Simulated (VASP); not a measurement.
Data:

```yaml
crystal:
  lattice:
    - [0.00000, 2.38294, 2.38294]
    - [2.38294, 0.00000, 2.38294]
    - [2.38294, 2.38294, 0.00000]
  atoms:
    - { symbol: Na, position: [0.00000, 0.00000, 0.00000] }
    - { symbol: H, position: [0.50000, 0.50000, 0.50000] }
```

Calculation: PBEsol GGA, VASP's PBE PAW potentials (set 64) (plane waves; VASP). Run with 400 eV cut-off, 11×11×11 Γ-centred mesh, tetrahedra with Blöchl corrections, potentials Na_pv H.

**Question.** Predict the energy per atom (σ→0).

**Answer.** 
```
Item                           Result
---------------------  --------------
energy per atom (σ→0)  -2.541 eV/atom
```

Total energies compare only between runs with the same potentials, cut-off and functional.

The compound is NaH in the rock salt structure. It was relaxed first, which changed the volume by -7 %.
